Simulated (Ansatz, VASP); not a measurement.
# Zr23Si7O60 (glassy 77ZrO2-23SiO2 (mol %)) in two plane-wave programs

One calculation is typed for both programs; each brings its own data sets. How far apart do they land? Of the first pair: The structure shown is the start of the Ansatz relaxation below; VASP solves that cell, so the two are compared at the walk's first step.

Program: Ansatz 0.2.0. Level of theory: plane waves, with VASP 6.6.1 beside it; single point at PBEsol. Results are calculated unless marked as measured.

### Step 1. The structure

The cell holds 90 atoms: 23 Zr, 7 Si and 60 O. Cell: a = 10.551 Å, b = 10.551 Å, c = 10.551 Å, α = 90.0°, β = 90.0°, γ = 90.0°. As first built, before any earlier steps moved the atoms (in the runner's words): 90 atoms (23 Zr, 7 Si, 60 O) placed at random at 4.39 g/cm^3, melted at 4000 K for 10 ps at fixed volume with the Morse and Coulomb pair potential with partial charges (Pedone, Malavasi, Menziani, Cormack and Segre, J. Phys. Chem. B 110, 11780 (2006)). Quenched from 1800 K to 300 K at 50 K/ps and fixed volume, held 10 ps at zero pressure, then minimised at fixed cell. The cell carries charge −1.

### Step 2. Ansatz: relaxation, PBEsol

Ansatz runs on its PAW soft_1 files.

The two programs are compared at the cell with which this relaxation starts, whose forces are those of its first step.

Input file input.yaml:

```yaml
crystal:
  lattice:
    - [10.55091, 0.0, 0.0]
    - [0.0, 10.55091, 0.0]
    - [0.0, 0.0, 10.55091]
  atoms:
    - { symbol: Zr, position: [0.12827, 0.67933, 0.19418] }
    - { symbol: Zr, position: [0.9727, 0.20195, 0.32116] }
    - { symbol: Zr, position: [0.27598, 0.51626, 0.49668] }
    - { symbol: Zr, position: [0.43034, 0.66429, 0.27531] }
    - { symbol: Zr, position: [0.07795, 0.9955, 0.10842] }
    - { symbol: Zr, position: [0.6413, 0.58781, 0.51954] }
    - { symbol: Zr, position: [0.38699, 0.62901, 0.75967] }
    - { symbol: Zr, position: [0.93211, 0.3531, 0.61608] }
    - { symbol: Zr, position: [0.92281, 0.69269, 0.61528] }
    - { symbol: Zr, position: [0.93854, 0.74901, 0.94862] }
    - { symbol: Zr, position: [0.66289, 0.81532, 0.74244] }
    - { symbol: Zr, position: [0.3529, 0.42502, 0.06428] }
    - { symbol: Zr, position: [0.38729, 0.84946, 0.99426] }
    - { symbol: Zr, position: [0.46061, 0.93119, 0.50805] }
    - { symbol: Zr, position: [0.78218, 0.03783, 0.55524] }
    - { symbol: Zr, position: [0.19252, 0.85972, 0.68563] }
    - { symbol: Zr, position: [0.81791, 0.60244, 0.27273] }
    - { symbol: Zr, position: [0.46197, 0.10293, 0.75938] }
    - { symbol: Zr, position: [0.05144, 0.40465, 0.04121] }
    - { symbol: Zr, position: [0.60226, 0.61419, 0.99898] }
    - { symbol: Zr, position: [0.98013, 0.13014, 0.83643] }
    - { symbol: Zr, position: [0.76759, 0.34463, 0.0326] }
    - { symbol: Zr, position: [0.64993, 0.86239, 0.25558] }
    - { symbol: Si, position: [0.41329, 0.22252, 0.4349] }
    - { symbol: Si, position: [0.22117, 0.33333, 0.77606] }
    - { symbol: Si, position: [0.0932, 0.92088, 0.43028] }
    - { symbol: Si, position: [0.62831, 0.39947, 0.74397] }
    - { symbol: Si, position: [0.68394, 0.3042, 0.33971] }
    - { symbol: Si, position: [0.2993, 0.12772, 0.19455] }
    - { symbol: Si, position: [0.80707, 0.04001, 0.06265] }
    - { symbol: O, position: [0.74291, 0.65365, 0.68493] }
    - { symbol: O, position: [0.98075, 0.03269, 0.44137] }
    - { symbol: O, position: [0.0156, 0.32028, 0.45468] }
    - { symbol: O, position: [0.79585, 0.15903, 0.96427] }
    - { symbol: O, position: [0.62087, 0.99929, 0.67075] }
    - { symbol: O, position: [0.86301, 0.16684, 0.6757] }
    - { symbol: O, position: [0.30892, 0.71741, 0.12686] }
    - { symbol: O, position: [0.51865, 0.73992, 0.85846] }
    - { symbol: O, position: [0.45209, 0.5532, 0.44857] }
    - { symbol: O, position: [0.93083, 0.32982, 0.17169] }
    - { symbol: O, position: [0.44056, 0.12567, 0.55183] }
    - { symbol: O, position: [0.2849, 0.99627, 0.11016] }
    - { symbol: O, position: [0.62509, 0.67582, 0.33079] }
    - { symbol: O, position: [0.38548, 0.11624, 0.32209] }
    - { symbol: O, position: [0.01726, 0.74433, 0.78364] }
    - { symbol: O, position: [0.00711, 0.59249, 0.04033] }
    - { symbol: O, position: [0.27354, 0.68082, 0.6149] }
    - { symbol: O, position: [0.81286, 0.77965, 0.20131] }
    - { symbol: O, position: [0.0043, 0.52326, 0.62359] }
    - { symbol: O, position: [0.54513, 0.76134, 0.59216] }
    - { symbol: O, position: [0.42867, 0.52815, 0.92044] }
    - { symbol: O, position: [0.07892, 0.28167, 0.73314] }
    - { symbol: O, position: [0.66438, 0.44278, 0.89148] }
    - { symbol: O, position: [0.90711, 0.95402, 0.97227] }
    - { symbol: O, position: [0.20705, 0.38954, 0.92181] }
    - { symbol: O, position: [0.82873, 0.88164, 0.64543] }
    - { symbol: O, position: [0.46937, 0.9984, 0.91623] }
    - { symbol: O, position: [0.53879, 0.76917, 0.10767] }
    - { symbol: O, position: [0.30541, 0.32966, 0.45089] }
    - { symbol: O, position: [0.72785, 0.44865, 0.37655] }
    - { symbol: O, position: [0.3118, 0.21189, 0.78209] }
    - { symbol: O, position: [0.74306, 0.40953, 0.63772] }
    - { symbol: O, position: [0.99917, 0.59139, 0.29824] }
    - { symbol: O, position: [0.07776, 0.15495, 0.99524] }
    - { symbol: O, position: [0.35369, 0.24414, 0.11244] }
    - { symbol: O, position: [0.09151, 0.81745, 0.04954] }
    - { symbol: O, position: [0.14839, 0.14319, 0.2429] }
    - { symbol: O, position: [0.2006, 0.47963, 0.15255] }
    - { symbol: O, position: [0.65233, 0.96484, 0.42311] }
    - { symbol: O, position: [0.4921, 0.5211, 0.15287] }
    - { symbol: O, position: [0.24634, 0.63331, 0.35013] }
    - { symbol: O, position: [0.09742, 0.87197, 0.28285] }
    - { symbol: O, position: [0.27368, 0.45392, 0.69386] }
    - { symbol: O, position: [0.78708, 0.20234, 0.40453] }
    - { symbol: O, position: [0.67539, 0.98994, 0.11545] }
    - { symbol: O, position: [0.74896, 0.73905, 0.91818] }
    - { symbol: O, position: [0.90565, 0.06399, 0.18328] }
    - { symbol: O, position: [0.74754, 0.5301, 0.10015] }
    - { symbol: O, position: [0.57466, 0.25804, 0.75909] }
    - { symbol: O, position: [0.67753, 0.27992, 0.18782] }
    - { symbol: O, position: [0.05305, 0.80994, 0.53356] }
    - { symbol: O, position: [0.81438, 0.66093, 0.4618] }
    - { symbol: O, position: [0.54727, 0.29039, 0.40606] }
    - { symbol: O, position: [0.45209, 0.84744, 0.33625] }
    - { symbol: O, position: [0.28006, 0.773, 0.85181] }
    - { symbol: O, position: [0.92062, 0.36549, 0.91333] }
    - { symbol: O, position: [0.23259, 0.94711, 0.49517] }
    - { symbol: O, position: [0.5336, 0.5096, 0.68419] }
    - { symbol: O, position: [0.37234, 0.93397, 0.68466] }
    - { symbol: O, position: [0.08865, 0.99844, 0.76578] }
total_charge: -1
kpoints:
  mp_grid: { grid: [1, 1, 1] }
hamiltonian:
  xc: pbesol
  pseudopotentials: { kind: paw, azcp: { folder: soft_1 }, xc_functional: pbe }
scf:
  occupations: { method: fermi_dirac, width: 0.01 }
  lower_state_search: "off"
output:
  forces: true
magnetization:
  spin_polarized: true
  initial_magnetization: 1
relax:
  f_tol: 0.05
  max_steps: 90
```

Started as:

```console
$ ansatz run input.yaml --threads 4 --pin off --max-ram 8192MiB --backend cpu --events-out ev --progress --plain --runs-dir out
```

Numbers of over 12 decimals in the logs are rounded to 6 here.

The log of the run:

```text
Engine: ansatz 0.2.0, aarch64-unknown-linux-gnu
Pseudopotentials: kind: paw
Pseudopotential: Zr, paw, valence charge 12, recommended cutoff 420 eV (normal), soft_1/Zr.paw.azcp
Pseudopotential: Si, paw, valence charge 4, recommended cutoff 420 eV (normal), soft_1/Si.paw.azcp
Pseudopotential: O, paw, valence charge 6, recommended cutoff 420 eV (normal), soft_1/O.paw.azcp
Functional definition: PBEsol
  exchange = pbesol_x
  correlation = pbesol_c
Crystal: 90 atoms, lattice volume = 1174.545 Å³
Basis set: ecut = 420 eV, 22983 PW (Γ), exchange–correlation on 144×144×144 points (8 copies of the dense FFT grid, shifted against one another)
Bands: 423, of which v1, the nominal top of the filled ones, is band 333 counted from 1 (332 counted from 0)
Symmetry: 1 space group operations
Space group: P1 (ITA 1), of the structure as read, at distance tolerance 1.1e-4 Å
Magnetic group: BNS 1.1 (UNI 1), of the structure as read, at distance tolerance 1.1e-4 Å
k-points: 1
Non-local potential: Zr, projectors of the file, l = 0: 3, l = 1: 2, l = 2: 2, l = 3: 1
Non-local potential: Si, projectors of the file, l = 0: 2, l = 1: 2, l = 2: 1
Non-local potential: O, projectors of the file, l = 0: 2, l = 1: 2, l = 2: 1
PAW form: soft (Blöchl's): semilocal exchange-correlation on the pseudo side does not see the compensation charge
PAW frozen core: Zr, regenerated for the run's functional, and the local potential with it (the file was generated under x = pbe(κ = 0.804, μ = 0.219515), c = pbe(β = 0.066725))
PAW frozen core: Si, regenerated for the run's functional, and the local potential with it (the file was generated under x = pbe(κ = 0.804, μ = 0.219515), c = pbe(β = 0.066725))
PAW frozen core: O, regenerated for the run's functional, and the local potential with it (the file was generated under x = pbe(κ = 0.804, μ = 0.219515), c = pbe(β = 0.066725))
PAW one-centre angular grid: Zr, 590 points (default); XC on 64 Gauss nodes
PAW one-centre angular grid: Si, 110 points (default); XC on 64 Gauss nodes
PAW one-centre angular grid: O, 110 points (default); XC on 64 Gauss nodes
Initial density: superposition of atomic densities (chi_scale 0.1, normalization cell, long waves kept (reshape's long-wave potential 0.94 eV rms))
Starting moments: Σ|m| = 1 μB on 90 of 90 sites
Initial wavefunctions: pseudopotential atomic-orbital guess
Functional: x = pbesol(κ = 0.804, μ = 0.123457), c = pbesol(β = 0.046)
SCF iter   1: F=—  HF=-133110.369569 eV  |F-HF|=—  |Δ(HF+E_count)|=         —  Δρ=3.14e-2 (↑3.14e-2 ↓3.12e-2)  dr2=1.13e2  dr2_m=9.10e-2  M=1.000 μB ∫|m|=1.053 μB  β_m=1.00  ethr=3.10e-3  ⟨swp⟩=6.0  Hψ=3106  notcnv=0  defer=140
preconditioner: auto → Resta (q_TF=auto, 2.482 Å⁻¹)  ε∞=5.7  [insulator: Δε(μ)=0.106 eV  Ē_g=11.000 eV  σ=0.010 eV  W_gap=0.99  n_scr=304 (ndim 8)  ℏωp=23.8 eV  f_vac=0.019  D(μ)=1.01/eV (n_scr^D=0)  ε∞_Penn≈5.7]
spin=Collinear: Resta preconditioning applied to the charge; magnetization (m = ρ↑ − ρ↓) channel mixes plain (no charge-response kernel on spin).
SCF iter   2: F=—  HF=-133097.024500 eV  |F-HF|=—  |Δ(HF+E_count)|=         —  Δρ=2.22e-2 (↑2.22e-2 ↓2.22e-2)  dr2=5.36e1  dr2_m=1.51e-2  M=1.000 μB ∫|m|=1.078 μB  β_m=0.30  ethr=3.10e-3  ⟨swp⟩=3.0  Hψ=1349  notcnv=0  defer=165
Mixer restart at iter 2: flushing history
SCF iter   3: F=—  HF=-133090.754875 eV  |F-HF|=—  |Δ(HF+E_count)|=    6.27e0  Δρ=1.66e-2 (↑1.66e-2 ↓1.66e-2)  dr2=2.93e1  dr2_m=1.12e-2  M=0.988 μB ∫|m|=1.041 μB  β_m=0.30  ethr=3.10e-3  ⟨swp⟩=2.5  Hψ=994  notcnv=0  defer=163
SCF iter   4: F=—  HF=-133083.705072 eV  |F-HF|=—  |Δ(HF+E_count)|=    7.05e0  Δρ=7.48e-3 (↑7.48e-3 ↓5.98e-3)  dr2=2.56e0  dr2_m=5.83e-2  M=0.445 μB ∫|m|=0.555 μB  β_m=0.30  ethr=3.10e-3  ⟨swp⟩=3.0  Hψ=1391  notcnv=0  defer=152
SCF iter   5: F=—  HF=-133083.476204 eV  |F-HF|=—  |Δ(HF+E_count)|=   2.29e-1  Δρ=4.50e-3 (↑4.50e-3 ↓3.81e-3)  dr2=1.01e0  dr2_m=2.19e-2  M=0.774 μB ∫|m|=0.841 μB  β_m=0.30  ethr=3.85e-4  ⟨swp⟩=5.0  Hψ=1010  notcnv=0  defer=151
SCF iter   6: F=—  HF=-133083.417763 eV  |F-HF|=—  |Δ(HF+E_count)|=   5.84e-2  Δρ=2.72e-3 (↑2.72e-3 ↓2.38e-3)  dr2=3.78e-1  dr2_m=1.18e-2  M=0.930 μB ∫|m|=0.992 μB  β_m=0.30  ethr=1.52e-4  ⟨swp⟩=7.0  Hψ=1255  notcnv=0  defer=151
SCF iter   7: F=—  HF=-133083.441112 eV  |F-HF|=—  |Δ(HF+E_count)|=   2.33e-2  Δρ=1.48e-3 (↑1.48e-3 ↓1.44e-3)  dr2=1.01e-1  dr2_m=7.01e-3  M=0.964 μB ∫|m|=1.030 μB  β_m=0.30  ethr=5.68e-5  ⟨swp⟩=4.0  Hψ=1009  notcnv=0  defer=151
Mixer restart at iter 7: flushing history
spin-set hold released at iteration 7 (site moments contracting): the magnetisation degrees of freedom join the quasi-Newton model from the next iteration; the mixer history was flushed
[...]
atom  68  O     -0.00194891    -0.00201489     0.00063209
  atom  69  O     -0.00029111    -0.00367697     0.01718180
  atom  70  O      0.01002359     0.00447118     0.00597959
  atom  71  O     -0.00032739     0.00604734    -0.00264466
  atom  72  O      0.00071092    -0.01334290     0.00186640
  atom  73  O      0.01037687    -0.00385051    -0.00446640
  atom  74  O      0.00159844    -0.01289276    -0.00341901
  atom  75  O     -0.00182601    -0.01392838     0.00574472
  atom  76  O     -0.00496498     0.00370046     0.01058661
  atom  77  O     -0.00804633    -0.00200850     0.00641733
  atom  78  O     -0.00772496    -0.00068718     0.00059534
  atom  79  O      0.00077634    -0.00307358    -0.01425257
  atom  80  O     -0.00351171     0.00071665     0.00562593
  atom  81  O     -0.00732436    -0.00512546    -0.00376707
  atom  82  O     -0.00439523    -0.00548701    -0.00671465
  atom  83  O      0.00121979    -0.01163237    -0.00136716
  atom  84  O     -0.00468239    -0.01226916    -0.00527338
  atom  85  O      0.00008285     0.01008062     0.01317701
  atom  86  O     -0.01534042     0.01373614    -0.00363160
  atom  87  O     -0.00967312     0.00341442     0.00269222
  atom  88  O      0.00891064     0.00034773     0.00261887
  atom  89  O      0.00720435     0.00507304    -0.00090346
  atom  90  O     -0.00008605    -0.00041473    -0.00456773
  max |Σ_I F_I| component: 1.29e-4 eV/Å
--- Relaxed structure (16 steps of the walk, 13 accepted, 0 SCFs on fresh bases) ---
  F+E_penalty+E_count = -133083.79525355 eV   max|allowed force component| = 3.622e-2 eV/Å
  atoms:
    - { symbol: Zr, position: [0.126604, 0.676748, 0.191021] }
    - { symbol: Zr, position: [0.972771, 0.202081, 0.323965] }
    - { symbol: Zr, position: [0.275783, 0.515971, 0.495997] }
    - { symbol: Zr, position: [0.428798, 0.664244, 0.274621] }
    - { symbol: Zr, position: [0.077179, 0.993995, 0.111484] }
    - { symbol: Zr, position: [0.641597, 0.585459, 0.519062] }
    - { symbol: Zr, position: [0.389503, 0.631914, 0.754879] }
    - { symbol: Zr, position: [0.934984, 0.351906, 0.623550] }
    - { symbol: Zr, position: [0.922947, 0.691690, 0.615150] }
    - { symbol: Zr, position: [0.937714, 0.752292, 0.946971] }
    - { symbol: Zr, position: [0.663654, 0.814734, 0.743231] }
    - { symbol: Zr, position: [0.346322, 0.425127, 0.059026] }
    - { symbol: Zr, position: [0.386491, 0.849907, 0.993962] }
    - { symbol: Zr, position: [0.458781, 0.930756, 0.511254] }
    - { symbol: Zr, position: [0.785182, 0.036670, 0.554223] }
    - { symbol: Zr, position: [0.188812, 0.864241, 0.689399] }
    - { symbol: Zr, position: [0.815869, 0.604568, 0.272256] }
    - { symbol: Zr, position: [0.466445, 0.103565, 0.761396] }
    - { symbol: Zr, position: [0.043362, 0.404504, 0.035599] }
    - { symbol: Zr, position: [0.598906, 0.613091, 0.999172] }
    - { symbol: Zr, position: [0.976636, 0.138066, 0.843154] }
    - { symbol: Zr, position: [0.775949, 0.350382, 0.029913] }
    - { symbol: Zr, position: [0.647261, 0.863296, 0.257536] }
    - { symbol: Si, position: [0.415083, 0.222556, 0.434190] }
    - { symbol: Si, position: [0.224802, 0.333682, 0.773115] }
    - { symbol: Si, position: [0.093098, 0.919356, 0.431079] }
    - { symbol: Si, position: [0.631757, 0.400615, 0.744199] }
    - { symbol: Si, position: [0.685009, 0.304584, 0.336603] }
    - { symbol: Si, position: [0.298101, 0.127294, 0.195729] }
    - { symbol: Si, position: [0.806321, 0.040728, 0.067073] }
    - { symbol: O, position: [0.742744, 0.652778, 0.684736] }
    - { symbol: O, position: [0.978851, 0.029302, 0.443689] }
    - { symbol: O, position: [0.013859, 0.319623, 0.459387] }
    - { symbol: O, position: [0.797541, 0.157785, 0.967296] }
    - { symbol: O, position: [0.621535, 0.998022, 0.671988] }
    - { symbol: O, position: [0.863178, 0.164111, 0.674653] }
    - { symbol: O, position: [0.307806, 0.720663, 0.127231] }
    - { symbol: O, position: [0.517933, 0.741401, 0.859446] }
    - { symbol: O, position: [0.451686, 0.552942, 0.448055] }
    - { symbol: O, position: [0.938214, 0.322373, 0.173815] }
    - { symbol: O, position: [0.442299, 0.126674, 0.552139] }
    - { symbol: O, position: [0.285473, 0.996099, 0.110837] }
    - { symbol: O, position: [0.623246, 0.675564, 0.331487] }
    - { symbol: O, position: [0.387465, 0.116335, 0.321344] }
    - { symbol: O, position: [0.017821, 0.745939, 0.782403] }
    - { symbol: O, position: [0.000482502, 0.594232, 0.036216] }
    - { symbol: O, position: [0.273739, 0.681472, 0.613014] }
    - { symbol: O, position: [0.811415, 0.783206, 0.205468] }
    - { symbol: O, position: [0.00579145, 0.523578, 0.626296] }
    - { symbol: O, position: [0.540763, 0.758379, 0.596910] }
    - { symbol: O, position: [0.428674, 0.527642, 0.916731] }
    - { symbol: O, position: [0.088519, 0.274866, 0.724814] }
    - { symbol: O, position: [0.670961, 0.450066, 0.888405] }
    - { symbol: O, position: [0.906350, 0.953856, 0.976836] }
[...]
- { symbol: O, position: [0.548258, 0.291228, 0.404101] }
    - { symbol: O, position: [0.449992, 0.846719, 0.339350] }
    - { symbol: O, position: [0.279927, 0.773205, 0.851023] }
    - { symbol: O, position: [0.925926, 0.341411, 0.891197] }
    - { symbol: O, position: [0.231849, 0.948028, 0.496086] }
    - { symbol: O, position: [0.534868, 0.507688, 0.682335] }
    - { symbol: O, position: [0.371042, 0.937288, 0.686933] }
    - { symbol: O, position: [0.088897, 1.001533, 0.767578] }
```

[end of part 1 of 3]

[Lines on the potential files, build, host, timing and source positions are cut from VASP's logs without a mark.]

[Logs are printed without paths, hosts, clocks, repeated set-up lines and the standing remarks that a program may print on its own settings, such as how far it seeks lower states.]

[Hosts, paths, dates, database ids (printed as entryN), source tags and the programs' standing remarks are cut or masked in the printed files.]
